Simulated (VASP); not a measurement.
Level of theory: optB88-vdW, VASP's PBE PAW potentials (set 64) (plane waves; VASP).

The input files of a VASP run:

### KPOINTS
```
Automatic mesh
0
Gamma
10 10 4
0 0 0
```

### POSCAR
```
C
1
    1.2080038660    -2.0923235850     0.0000000000
    1.2080038660     2.0923235850     0.0000000000
    0.0000000000     0.0000000000     6.5674987035
C
4
Direct
  0.0000000000   0.0000000000   0.2500000000
  0.0000000000   0.0000000000   0.7500000000
  0.3333330000   0.6666670000   0.2500000000
  0.6666670000   0.3333330000   0.7500000000
```

### INCAR
```
AGGAC = 0.0
ALGO = Normal
EDIFF = 1E-7
EDIFFG = -0.01
ENCUT = 520
GGA = BO
IBRION = 2
ISIF = 4
ISMEAR = 0
LASPH = .True.
LCHARG = .False.
LREAL = .False.
LUSE_VDW = .True.
LWAVE = .False.
NELM = 100
NSW = 30
PARAM1 = 0.1833333333
PARAM2 = 0.22
PREC = Accurate
SIGMA = 0.05
SYSTEM = C
```

POTCAR, in this order: C (PBE.64 set). Program: vasp_std.

The run wrote:

OSZICAR:
```
       N       E                     dE             d eps       ncg     rms          rms(c)
DAV:   1     0.547301523229E+02    0.54730E+02   -0.85768E+03  1008   0.125E+03
DAV:   2    -0.309620757054E+02   -0.85692E+02   -0.79122E+02  1388   0.238E+02
DAV:   3    -0.349035206193E+02   -0.39414E+01   -0.38992E+01  1292   0.514E+01
DAV:   4    -0.349530382915E+02   -0.49518E-01   -0.49478E-01  1272   0.664E+00
DAV:   5    -0.349539985774E+02   -0.96029E-03   -0.96015E-03  1264   0.899E-01    0.966E+00
DAV:   6    -0.326925964736E+02    0.22614E+01   -0.23811E+00  1196   0.107E+01    0.555E+00
DAV:   7    -0.319924899973E+02    0.70011E+00   -0.25853E+00  1176   0.113E+01    0.153E+00
DAV:   8    -0.320009740331E+02   -0.84840E-02   -0.88086E-02  1144   0.204E+00    0.180E-01
DAV:   9    -0.320000443468E+02    0.92969E-03   -0.29208E-03  1252   0.425E-01    0.738E-02
DAV:  10    -0.320001015977E+02   -0.57251E-04   -0.26348E-04  1264   0.137E-01    0.402E-02
DAV:  11    -0.320001005686E+02    0.10291E-05   -0.81340E-06  1216   0.244E-02    0.138E-03
DAV:  12    -0.320001005333E+02    0.35321E-07   -0.15433E-07  1080   0.375E-03
   1 F= -.32000101E+02 E0= -.32000101E+02  d E =-.320001E+02
       N       E                     dE             d eps       ncg     rms          rms(c)
DAV:   1    -0.324647446839E+02   -0.46464E+00   -0.16882E+01  1008   0.360E+01    0.251E+00
DAV:   2    -0.322044423300E+02    0.26030E+00   -0.40903E-01  1228   0.493E+00    0.145E+00
DAV:   3    -0.320933234849E+02    0.11112E+00   -0.35821E-01  1192   0.404E+00    0.358E-01
DAV:   4    -0.320927775534E+02    0.54593E-03   -0.15115E-02  1164   0.922E-01    0.112E-01
DAV:   5    -0.320920252066E+02    0.75235E-03   -0.21983E-03  1260   0.330E-01    0.176E-02
DAV:   6    -0.320920328040E+02   -0.75974E-05   -0.54179E-05  1200   0.604E-02    0.121E-02
DAV:   7    -0.320920312846E+02    0.15194E-05   -0.70793E-06  1208   0.212E-02    0.606E-03
DAV:   8    -0.320920315491E+02   -0.26452E-06   -0.80207E-07  1204   0.800E-03    0.832E-04
DAV:   9    -0.320920316285E+02   -0.79417E-07   -0.29883E-08   804   0.156E-03
   2 F= -.32092032E+02 E0= -.32092032E+02  d E =-.919311E-01
       N       E                     dE             d eps       ncg     rms          rms(c)
DAV:   1    -0.321184440831E+02   -0.26413E-01   -0.81831E-01  1012   0.776E+00    0.543E-01
DAV:   2    -0.321055636177E+02    0.12880E-01   -0.18079E-02  1252   0.103E+00    0.316E-01
DAV:   3    -0.320998522721E+02    0.57113E-02   -0.18569E-02  1172   0.923E-01    0.821E-02
DAV:   4    -0.320997983751E+02    0.53897E-04   -0.78908E-04  1192   0.207E-01    0.300E-02
DAV:   5    -0.320997685216E+02    0.29854E-04   -0.72693E-05  1220   0.654E-02    0.420E-03
DAV:   6    -0.320997689962E+02   -0.47463E-06   -0.24391E-06  1240   0.119E-02    0.340E-03
DAV:   7    -0.320997690256E+02   -0.29372E-07   -0.67532E-07  1176   0.657E-03
   3 F= -.32099769E+02 E0= -.32099769E+02  d E =-.996685E-01
```

OUTCAR:
```
------------------------ aborting loop because EDIFF is reached ----------------------------------------
  FORCE on cell =-STRESS in cart. coord.  units (eV):
  Direction    XX          YY          ZZ          XY          YZ          ZX
  --------------------------------------------------------------------------------------
  Total        0.6614551      0.6614548      0.6684732     -0.0000000     -0.0000000      0.0000000
  in kB       31.9215373     31.9215209     32.2602252     -0.0000000     -0.0000000      0.0000000
  external PRESSURE =      32.0344278 kB  Pullay stress =       0.0000000 kB
  volume of cell :       33.20
      direct lattice vectors                 reciprocal lattice vectors
     1.229808697 -2.130090598  0.000000000     0.406567299 -0.234731800 -0.000000000
     1.229808697  2.130090598  0.000000000     0.406567299  0.234731800 -0.000000000
     0.000000000  0.000000000  6.336676484     0.000000000  0.000000000  0.157811434
 POSITION                                       TOTAL-FORCE (eV/Angst)
 -----------------------------------------------------------------------------------
      0.00000      0.00000      1.58417        -0.000000      0.000000     -0.000000
      0.00000      0.00000      4.75251        -0.000000     -0.000000     -0.000000
      1.22981      0.71003      1.58417        -0.000000     -0.000000      0.000000
      1.22981     -0.71003      4.75251         0.000000      0.000000      0.000000
 -----------------------------------------------------------------------------------
    total drift:                               -0.000000     -0.000000      0.000000
  FREE ENERGIE OF THE ION-ELECTRON SYSTEM (eV)
  ---------------------------------------------------
  free  energy   TOTEN  =       -32.0997690256 eV

  energy  without entropy=      -32.0997690256  energy(sigma->0) =      -32.09976903

 reached required accuracy - stopping structural energy minimisation
```
(Selected blocks of OUTCAR.)

CONTCAR:
```
C
   1.00000000000000
     1.2298086970471187   -2.1300905980276768    0.0000000000000000
     1.2298086970471187    2.1300905980276768    0.0000000000000000
     0.0000000000000000    0.0000000000000000    6.3366764835767313
  C
     4
Direct
     0.0000000000000000    0.0000000000000000    0.2500000000000000
     0.0000000000000000    0.0000000000000000    0.7500000000000000
     0.3333330000000032    0.6666669999999968    0.2500000000000000
     0.6666669999999968    0.3333330000000032    0.7500000000000000
```

The compound is C in the graphite structure. This cell is one point of a volume scan, at 0.94 of the reference volume. Symmetry was kept, so distortions that lower it aren't found.
